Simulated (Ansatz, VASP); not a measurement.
# Cross-check of LiTlF2 between VASP and Ansatz, part 2 of 2

One calculation is typed for both programs; each brings its own data sets and cutoff. How far apart do they land? The cell is invented: other elements were put on sites of a known structure type. It may not be a known or stable phase. The cell is taken from a series of VASP runs on this material, whose earlier steps may have relaxed, scaled or displaced it; both programs get it as it stands.

VASP 6.6.1 and Ansatz 0.2.0.

So far: Set-up; VASP: band structure, PBE; Ansatz: band structure, PBE; Side by side.

**5. VASP: single point, PBE**

Level of this step: PBE; plane waves and PAW (Li_sv, Tl_d, F); invented cell (VASP).

With cell and atoms fixed, the geometry can't cause a difference; cores, projectors, grids and the points listed under the comparison can.

INCAR

```
SYSTEM = LiTlF2
PREC = Accurate
ENCUT = 650
EDIFF = 1E-06
NELM = 100
ISMEAR = -5
SIGMA = 0.05
LREAL = .FALSE.
ALGO = Normal
GGA = PE
NBANDS = 29
LORBIT = 11
LWAVE = .FALSE.
LCHARG = .FALSE.
KPAR = 2
NEDOS = 2001
```

POSCAR

```
LiTlF2
1.0
    1.6648498459      0.9612015033      6.0852503773
   -1.6648498459      0.9612015033      6.0852503773
    0.0000000000     -1.9224030168      6.0852503773
Li Tl F
1 1 2
Direct
    0.0000000000      0.0000000000      0.0000000000
    0.5000000000      0.5000000000      0.5000000000
    0.2743629591      0.2743629591      0.2743629591
    0.7256370409      0.7256370409      0.7256370409
```

KPOINTS

```
Automatic mesh
0
Gamma
12 12 12
0 0 0
```

Potentials, in the order of the species: Li_sv, Tl_d and F (PBE family, release 64).

Command:

```
mpirun -np 2 vasp_std
```

Numbers of over 12 decimals in the logs are rounded to 6 here.

The program printed:

```text
[... set-up lines as in an earlier step ...]
 entering main loop
       N       E                     dE             d eps       ncg     rms          rms(c)
DAV:   1     0.206477169757E+03    0.20648E+03   -0.17164E+04 10962   0.120E+03
DAV:   2    -0.848057044492E+01   -0.21496E+03   -0.20550E+03 12767   0.300E+02
DAV:   3    -0.185975294761E+02   -0.10117E+02   -0.10023E+02 14127   0.578E+01
DAV:   4    -0.189766836400E+02   -0.37915E+00   -0.37860E+00 15156   0.902E+00
[...]
DAV:  12    -0.164780556628E+02   -0.27924E-04   -0.75644E-05 12495   0.401E-02    0.110E-02
DAV:  13    -0.164780507369E+02    0.49258E-05   -0.24542E-05 13413   0.243E-02    0.359E-03
DAV:  14    -0.164780508844E+02   -0.14743E-06   -0.18811E-06 10933   0.716E-03
   1 F= -.16478051E+02 E0= -.16478051E+02  d E =0.000000E+00
```

OUTCAR, selected parts (step 5):

```text
  Total        0.0070971      0.0070971      0.0037077      0.0000000     -0.0000000      0.0000000
  in kB        0.1946145      0.1946145      0.1016720      0.0000000     -0.0000000      0.0000000
  external PRESSURE =       0.1636337 kB  Pullay stress =       0.0000000 kB

 POSITION                                       TOTAL-FORCE (eV/Angst)
 -----------------------------------------------------------------------------------
      0.00000      0.00000      0.00000         0.000000     -0.000000      0.000000
      0.00000     -0.00000      9.12788         0.000000     -0.000000      0.000000
      0.00000     -0.00000      5.00870         0.000000     -0.000000      0.001186
      0.00000     -0.00000     13.24705         0.000000      0.000000     -0.001186
 -----------------------------------------------------------------------------------
    total drift:                               -0.000000     -0.000000      0.000000

  FREE ENERGIE OF THE ION-ELECTRON SYSTEM (eV)
  ---------------------------------------------------
  free  energy   TOTEN  =       -16.4780508844 eV

  energy  without entropy=      -16.4780508844  energy(sigma->0) =      -16.47805088

[... 1 part as in an earlier step ...]

[... 2 further parts left out ...]
[key lines of the parts left out:]
E-fermi :   1.7958
```

The run ends at a pressure of 0.02 GPa, with forces up to 0.0012 eV/Å.

**6. Ansatz: single point, PBE**

The same cell, functional, mesh and smearing now go to Ansatz, which takes its cutoff from its data sets.

The cell is taken from a series of VASP runs on this material, whose earlier steps may have relaxed, scaled or displaced it; both programs get it as it stands.

input.yaml

```yaml
crystal:
  lattice:
    - [1.6648498459, 0.9612015033, 6.0852503773]
    - [-1.6648498459, 0.9612015033, 6.0852503773]
    - [0.0, -1.9224030168, 6.0852503773]
  atoms:
    - { symbol: Li, position: [0.0, 0.0, 0.0] }
    - { symbol: Tl, position: [0.5, 0.5, 0.5] }
    - { symbol: F, position: [0.2743629591, 0.2743629591, 0.2743629591] }
    - { symbol: F, position: [0.7256370409, 0.7256370409, 0.7256370409] }
hamiltonian:
  xc: pbe
  pseudopotentials: { kind: paw }
kpoints:
  mp_grid: { grid: [12, 12, 12] }
scf:
  occupations: { method: tetrahedron }
output:
  forces: true
  stress: true
  write_density: true
  write_potential: true
  elf: true
  volumetric_format: npy
```

Command:

```
ansatz run input.yaml --threads 2 --pin off --max-ram 4608MiB --backend cpu --events-out ev --progress --plain --runs-dir out
```

The program printed:

```text
Warning: output.forces, output.stress, relax.cell or npt_langevin: where a Kohn–Sham band that disperses or a degenerate level is filled in part under the method tetrahedron, the forces or the stress that this run publishes need not agree with its energy (scf.occupations.method in the input reference, under Limitations); prefer a smearing scheme for the forces or the stress
[...]
--- Band table (eV; the first three rows and the last of 189) ---
  k-point 0: bands = [... 11 lower, 2.9393, 3.0091, 3.0544, 3.0544, 9.1230, 13.1606, 16.9921, 16.9921]
  k-point 1: bands = [... 11 lower, 2.9034, 2.9731, 3.0573, 3.3447, 9.2770, 13.2798, 15.8685, 16.7131]
  k-point 2: bands = [... 11 lower, 2.8233, 3.0097, 3.0455, 3.6360, 9.7000, 13.5325, 13.7112, 15.9844]
  k-point 188: bands = [... 11 lower, 2.8673, 3.1255, 3.1255, 4.1703, 8.3202, 14.1269, 16.2122, 17.3100]
[key lines of the parts left out:]
SCF converged after 6 iterations
Free energy (F): -13268.684275 eV
Fermi energy:    4.661194 eV
P = ⅓ Tr σ = 0.4002 GPa (4.002 kbar)
```

Elapsed: 5.1 s, on 2 threads of Arm Neoverse V2, shared host; peak memory 0.6 GiB.

The run ends at a pressure of 0.40 GPa, with forces up to 0.0012 eV/Å.

**7. Differences**

Both answers:

| quantity | Ansatz | VASP | difference |
| --- | --- | --- | --- |
| pressure (GPa) | 0.40 | 0.02 | +0.38 |
| pressure without Ansatz's Pulay correction (GPa) | -0.02 | 0.02 | -0.04 |
| gap on the k mesh (eV) | 1.778 | 1.781 | -0.003 |

At this near-relaxed geometry the largest component of a force difference is 2 meV/Å. A gap on the mesh is an upper bound, since the band edges may lie between its points; neither run holds spin-orbit coupling, which can move the band edges of a compound of Tl. Ansatz's pressure holds a Pulay correction of 0.42 GPa; VASP's holds none.

**8. VASP: band structure, PBE, spin-orbit coupling**

Levels along a path test the potential and the projectors away from the mesh points.

INCAR

```
SYSTEM = LiTlF2
PREC = Accurate
ENCUT = 650
EDIFF = 1E-06
NELM = 100
ISMEAR = -1
SIGMA = 0.05
LREAL = .FALSE.
ALGO = Normal
GGA = PE
LNONCOLLINEAR = .TRUE.
MAGMOM = 0 0 0 0 0 0 0 0 0 0 0 0
NBANDS = 42
GGA_COMPAT = .FALSE.
LASPH = .TRUE.
LSORBIT = .TRUE.
LORBIT = 11
LWAVE = .FALSE.
LCHARG = .FALSE.
KPAR = 2
```

POSCAR is that of step 5.

KPOINTS

```
Automatic mesh
0
Gamma
6 6 6
0 0 0
```

KPOINTS_OPT

```
Line mode
16
Line-mode
Reciprocal
  0.00000000   0.00000000   0.00000000 GAMMA
  0.50000000   0.00000000   0.00000000 L

  0.50000000   0.00000000   0.00000000 L
  0.50000000   0.18330005  -0.18330005 B1

  0.81669995   0.50000000   0.18330005 B
  0.50000000   0.50000000   0.50000000 Z

  0.50000000   0.50000000   0.50000000 Z
  0.00000000   0.00000000   0.00000000 GAMMA

  0.00000000   0.00000000   0.00000000 GAMMA
  0.34165003   0.00000000  -0.34165003 X

  0.65834997   0.34165003   0.00000000 Q
  0.50000000   0.50000000   0.00000000 F

  0.50000000   0.50000000   0.00000000 F
  0.65834997   0.65834997   0.18330005 P1

  0.65834997   0.65834997   0.18330005 P1
  0.50000000   0.50000000   0.50000000 Z

  0.50000000   0.00000000   0.00000000 L
  0.81669995   0.34165003   0.34165003 P
```

Command:

```
mpirun -np 2 vasp_ncl
```

The program printed:

```text
[... set-up lines as in an earlier step ...]
 entering main loop
       N       E                     dE             d eps       ncg     rms          rms(c)
DAV:   1     0.242181399301E+03    0.24218E+03   -0.17876E+04  2688   0.169E+03
DAV:   2    -0.164376968596E+01   -0.24383E+03   -0.23343E+03  3104   0.396E+02
DAV:   3    -0.175779033901E+02   -0.15934E+02   -0.15817E+02  3208   0.924E+01
DAV:   4    -0.191362209920E+02   -0.15583E+01   -0.15522E+01  4698   0.153E+01
[...]
DAV:  13    -0.166662046722E+02    0.11186E-05   -0.12310E-04  3108   0.755E-02    0.857E-03
DAV:  14    -0.166662034148E+02    0.12574E-05   -0.14042E-05  3056   0.281E-02    0.385E-03
DAV:  15    -0.166662037911E+02   -0.37629E-06   -0.25451E-06  2726   0.866E-03
   1 F= -.16666204E+02 E0= -.16666204E+02  d E =-.421022E-08  mag=     0.0000     0.0000    -0.0000
 Start KPOINTS_OPT (optional k-point list driver)
k-point batch [1-32\144]
       N       E                     dE             ncg
DAV:   1     0.319588787091E+03   -0.28460E+05     2688
DAV:   2    -0.722741426214E+04   -0.75470E+04     3078
DAV:   3    -0.770776490438E+04   -0.48035E+03     3186
DAV:   4    -0.775941200421E+04   -0.51647E+02     4720
DAV:   5    -0.776013489491E+04   -0.72289E+00     3200
DAV:   6    -0.776014820714E+04   -0.13312E-01     3798
DAV:   7    -0.776014840167E+04   -0.19453E-03     3248
DAV:   8    -0.776014840872E+04   -0.70454E-05     2602
DAV:   9    -0.776014840899E+04   -0.27546E-06     2224
[...]
k-point batch [129-144\144]
       N       E                     dE             ncg
DAV:   1     0.101405094936E+05   -0.19567E+05     1344
DAV:   2     0.646823085865E+04   -0.36723E+04     1568
DAV:   3     0.623436670007E+04   -0.23386E+03     1586
DAV:   4     0.620874771020E+04   -0.25619E+02     2400
DAV:   5     0.620841349634E+04   -0.33421E+00     1680
DAV:   6     0.620840761604E+04   -0.58803E-02     1782
DAV:   7     0.620840744801E+04   -0.16803E-03     1656
DAV:   8     0.620840744172E+04   -0.62923E-05     1206
DAV:   9     0.620840744139E+04   -0.32763E-06     1152
```

Parts of OUTCAR (step 8):

```text
  Total       -0.0888985     -0.0888985     -0.0206399     -0.0000000      0.0000000      0.0000000
  in kB       -2.4377299     -2.4377299     -0.5659777     -0.0000000      0.0000000      0.0000000
  external PRESSURE =      -1.8138125 kB  Pullay stress =       0.0000000 kB

 POSITION                                       TOTAL-FORCE (eV/Angst)
 -----------------------------------------------------------------------------------
      0.00000      0.00000      0.00000        -0.000000      0.000000      0.000000
      0.00000     -0.00000      9.12788         0.000000     -0.000000      0.000000
      0.00000     -0.00000      5.00870        -0.000000     -0.000000      0.003257
      0.00000     -0.00000     13.24705        -0.000000      0.000000     -0.003257
 -----------------------------------------------------------------------------------
    total drift:                               -0.000000     -0.000000      0.000000

  FREE ENERGIE OF THE ION-ELECTRON SYSTEM (eV)
  ---------------------------------------------------
  free  energy   TOTEN  =       -16.6662037911 eV

  energy  without entropy=      -16.6662037869  energy(sigma->0) =      -16.66620379

 magnetization (x)
# of ion       s       p       d       tot
------------------------------------------
    1       -0.000   0.000   0.000  -0.000
    2        0.000  -0.000  -0.000  -0.000
    3        0.000   0.000   0.000   0.000
    4        0.000   0.000   0.000   0.000
--------------------------------------------------
tot         -0.000   0.000  -0.000   0.000

 magnetization (y)
# of ion       s       p       d       tot
------------------------------------------
    1        0.000   0.000   0.000   0.000
    2        0.000   0.000   0.000   0.000
    3        0.000   0.000   0.000   0.000
    4        0.000   0.000   0.000   0.000
--------------------------------------------------
tot          0.000   0.000   0.000   0.000

 magnetization (z)
# of ion       s       p       d       tot
------------------------------------------
    1        0.000   0.000   0.000   0.000
    2        0.000   0.000   0.000   0.000
    3        0.000   0.000   0.000   0.000
    4        0.000   0.000   0.000   0.000
--------------------------------------------------
tot          0.000   0.000   0.000   0.000

[... 1 part as in an earlier step ...]

[... 2 further parts left out ...]
[key lines of the parts left out:]
E-fermi :   2.6113
```

VASP adds spin-orbit coupling inside the spheres on scalar-relativistic partial waves, which describe the 6p1/2 states imperfectly, so such gaps can be off by a tenth of an eV or more.

**9. Ansatz: band structure, PBE, spin-orbit coupling**

The same cell, functional, mesh and smearing now go to Ansatz, which takes its cutoff from its data sets.

The cell is taken from a series of VASP runs on this material, whose earlier steps may have relaxed, scaled or displaced it; both programs get it as it stands.

input.yaml

```yaml
crystal:
  lattice:
    - [1.6648498459, 0.9612015033, 6.0852503773]
    - [-1.6648498459, 0.9612015033, 6.0852503773]
    - [0.0, -1.9224030168, 6.0852503773]
  atoms:
    - { symbol: Li, position: [0.0, 0.0, 0.0] }
    - { symbol: Tl, position: [0.5, 0.5, 0.5] }
    - { symbol: F, position: [0.2743629591, 0.2743629591, 0.2743629591] }
    - { symbol: F, position: [0.7256370409, 0.7256370409, 0.7256370409] }
hamiltonian:
  xc: pbe
  pseudopotentials: { kind: paw_fr }
magnetization:
  noncollinear: true
  spin_orbit: true
kpoints:
  mp_grid: { grid: [6, 6, 6] }
  band_path:
    path:
      - [0.0, 0.0, 0.0]
      - [0.13333, 0.0, 0.0]
      - [0.3, 0.0, 0.0]
      - [0.46667, 0.0, 0.0]
      - [0.5, 0.03666, -0.03666]
      - [0.5, 0.09776, -0.09776]
      - [0.5, 0.13442, -0.13442]
      - [0.5, 0.15886, -0.15886]
      - [0.77447, 0.5, 0.22553]
      - [0.66891, 0.5, 0.33109]
      - [0.56334, 0.5, 0.43666]
      - [0.46667, 0.46667, 0.46667]
      - [0.3, 0.3, 0.3]
      - [0.13333, 0.13333, 0.13333]
      - [0.0, 0.0, 0.0]
      - [0.11388, 0.0, -0.11388]
      - [0.20499, 0.0, -0.20499]
      - [0.31887, 0.0, -0.31887]
      - [0.62668, 0.37332, 0.0]
      - [0.5739, 0.4261, 0.0]
      - [0.52111, 0.47889, 0.0]
      - [0.5, 0.5, 0.0]
      - [0.52111, 0.52111, 0.02444]
      - [0.5739, 0.5739, 0.08554]
      - [0.62668, 0.62668, 0.14664]
      - [0.64779, 0.64779, 0.20441]
      - [0.59501, 0.59501, 0.30998]
      - [0.54223, 0.54223, 0.41555]
      - [0.5, 0.0, 0.0]
      - [0.60557, 0.11388, 0.11388]
      - [0.71113, 0.22777, 0.22777]
      - [0.8167, 0.34165, 0.34165]
    npoints: 1
scf:
  occupations: { method: fermi_dirac, width: 0.05 }
  n_extra_bands: 16
output:
  forces: true
  stress: true
  eigenvalues: true
```

Command:

```
ansatz run input.yaml --threads 2 --pin off --max-ram 4608MiB --backend cpu --events-out ev --progress --plain --runs-dir out
```

The program printed:

```text
[...]
non-collinear run that drives no moment, with spin-orbit: no starting moment large enough to seed its density (crystal.atoms[].spin), no starting occupations that ask for one, no magnetisation constraint and no magnetic field, so the semilocal B_xc is pinned to zero
Crystal: 4 atoms, lattice volume = 58.428 Å³
[...]
k-point 1: bands = [... 26 lower, 3.0262, 3.0262, 3.6198, 3.6198, 9.5001, 9.5001, 13.2649, 13.2649, ... 12 higher]
  k-point 2: bands = [... 26 lower, 2.9454, 2.9454, 4.1230, 4.1230, 8.8023, 8.8023, 11.0650, 11.0650, ... 12 higher]
  k-point 31: bands = [... 26 lower, 3.1193, 3.1193, 4.1540, 4.1540, 8.1856, 8.1856, 14.1253, 14.1253, ... 12 higher]
[key lines of the parts left out:]
SCF converged after 9 iterations
Magnetization: |M| = 0.0000 μB,  M = (+0.0000, +0.0000, +0.0000) μB
Free energy (F): -13304.356915 eV
Fermi energy:    5.487042 eV
P = ⅓ Tr σ = 0.1637 GPa (1.637 kbar)
```

It took 12 s on 2 threads; peak memory 0.64 GiB; 23 s of CPU time.

**10. Differences**

What differs besides the data sets and the points named for the pairs above, as far as they apply: spin-orbit coupling enters by fully relativistic files in Ansatz and inside the spheres in VASP. Total energies have different zeros and are not compared.

The two programs side by side:

| quantity | Ansatz | VASP | difference |
| --- | --- | --- | --- |
| pressure (GPa) | 0.16 | -0.18 | +0.35 |
| pressure without Ansatz's Pulay correction (GPa) | -0.25 | -0.18 | -0.07 |
| gap over the path points (eV) | 1.605 | 1.662 | -0.057 |

Levels at points of the path, from each program's valence-band top (eV; 8 filled, then empty):

| k (reciprocal lattice) | Ansatz | VASP |
| --- | --- | --- |
| 0.000 0.000 0.000 | -1.75 -1.75 -1.68 -1.68 -1.67 -1.67 -1.63 -1.63 4.29 4.29 8.47 8.47 10.96 10.96 | -1.72 -1.72 -1.66 -1.66 -1.65 -1.65 -1.60 -1.60 4.35 4.35 8.49 8.49 11.17 11.17 |
| 0.133 0.000 0.000 | -1.85 -1.85 -1.71 -1.71 -1.65 -1.65 -1.18 -1.18 4.64 4.64 8.76 8.76 9.40 9.40 | -1.82 -1.82 -1.68 -1.68 -1.62 -1.62 -1.16 -1.16 4.71 4.71 8.78 8.78 9.53 9.53 |
| 0.300 0.000 0.000 | -2.03 -2.03 -1.76 -1.76 -1.72 -1.72 -0.66 -0.66 4.77 4.77 6.23 6.23 9.70 9.70 | -2.00 -2.00 -1.74 -1.74 -1.69 -1.69 -0.64 -0.64 4.87 4.87 6.25 6.25 9.75 9.75 |
| 0.467 0.000 0.000 | -2.34 -2.34 -2.12 -2.12 -1.79 -1.79 -0.20 -0.20 2.08 2.08 7.21 7.21 9.08 9.08 | -2.31 -2.31 -2.10 -2.10 -1.76 -1.76 -0.20 -0.20 2.14 2.14 7.31 7.31 9.13 9.13 |
| 0.500 0.037 -0.037 | -2.49 -2.49 -2.10 -2.10 -1.85 -1.85 -0.14 -0.14 2.04 2.04 7.18 7.18 8.47 8.47 | -2.48 -2.48 -2.07 -2.07 -1.83 -1.83 -0.14 -0.14 2.10 2.10 7.29 7.29 8.49 8.49 |
| 0.500 0.098 -0.098 | -2.46 -2.46 -2.07 -2.07 -1.97 -1.97 -0.03 -0.03 2.46 2.46 5.71 5.71 7.91 7.91 | -2.44 -2.44 -2.04 -2.04 -1.95 -1.95 -0.03 -0.03 2.52 2.52 5.77 5.77 7.96 7.96 |
| 0.500 0.134 -0.134 | -2.48 -2.48 -2.08 -2.08 -1.92 -1.92 0.00 0.00 2.86 2.86 4.59 4.59 7.99 7.99 | -2.46 -2.46 -2.06 -2.06 -1.89 -1.89 0.00 0.00 2.94 2.94 4.62 4.62 8.05 8.05 |
| 0.500 0.159 -0.159 | -2.48 -2.48 -2.04 -2.04 -1.91 -1.91 -0.03 -0.03 3.08 3.08 4.14 4.14 8.01 8.01 | -2.46 -2.46 -2.01 -2.01 -1.88 -1.88 -0.04 -0.04 3.18 3.18 4.15 4.15 8.07 8.07 |
| 0.774 0.500 0.226 | -2.26 -2.26 -1.99 -1.99 -1.87 -1.87 -0.46 -0.46 3.10 3.10 5.04 5.04 7.62 7.62 | -2.23 -2.23 -1.96 -1.96 -1.85 -1.85 -0.46 -0.46 3.18 3.18 5.08 5.08 7.67 7.67 |
| 0.669 0.500 0.331 | -2.08 -2.08 -2.00 -2.00 -1.75 -1.75 -0.70 -0.70 5.09 5.09 6.19 6.19 8.30 8.30 | -2.06 -2.06 -1.98 -1.98 -1.73 -1.73 -0.69 -0.69 5.21 5.21 6.20 6.20 8.35 8.35 |

Among the levels compared at these points, filled levels agree within 28 meV and empty ones within 214 meV. Ansatz's pressure holds a Pulay correction of 0.42 GPa; VASP's holds none.

**11. Results**

* difference in gap over the path points (band structure, PBE): -0.0041 eV
* difference in gap on the k mesh (single point, PBE): -0.0031 eV
* difference in gap over the path points (band structure, PBE, spin-orbit coupling): -0.057 eV

**Reading.** The difference in gap over the path points is -0.057 eV (band structure, PBE, spin-orbit coupling), within the 0.08 eV picked in this series as the mark of a large difference. How closely two codes agree says nothing of how well the functional describes the real material.

[Lines on the potential files, build, host, timing and source positions are cut from VASP's logs without a mark.]

[Logs are printed without paths, hosts, clocks, repeated set-up lines and the standing remarks that a program may print on its own settings, such as how far it seeks lower states.]

[Hosts, paths, dates, database ids (printed as entryN), source tags and the programs' standing remarks are cut or masked in the printed files.]
